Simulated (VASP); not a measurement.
Here is the system:

```
CELL_PARAMETERS angstrom
      1.34895     0.77882     3.86234
     -1.34895     0.77882     3.86234
      0.00000    -1.55763     3.86234
ATOMIC_POSITIONS crystal
  Al 0.00000 0.00000 0.00000
  Ni 0.50000 0.50000 0.50000
```

Computed with PBEsol GGA, VASP's PBE PAW potentials (set 64) (plane waves; VASP). Numerical set-up: 400 eV cut-off, Gaussian smearing of 0.050 eV, potentials Al Ni.

Question: Give the energies of bands 1 to 9 at the high-symmetry points, in eV from the Fermi level.

Answer: 
```csv
band,Γ,T,H2,L,S0,F
1,-11.01,-9.26,-3.77,-5.36,-3.75,-4.91
2,-3.74,-7.42,-3.40,-3.75,-3.29,-3.80
3,-1.77,-2.50,-3.09,-3.54,-3.18,-3.32
4,-1.75,-1.75,-2.60,-2.53,-2.63,-2.32
5,-1.75,-1.75,-2.15,-1.70,-2.21,-1.59
6,-1.34,-1.28,-0.54,-0.45,-0.42,-0.45
7,-1.34,-1.28,0.77,0.42,0.69,-0.27
8,2.73,9.69,2.03,2.63,1.92,1.17
9,14.57,13.40,2.35,5.63,3.23,4.10
```

It has no gap at this level: it comes out as a metal or semimetal.

The structure was generated: AlNi was put into the CuPt type (R-3m), which need not be its known phase. It was relaxed first, which changed the volume by -8 %. The run is not spin-polarised, so no magnetic state was tried. The electron count is odd and the run is not spin-polarised, which forces a metal.
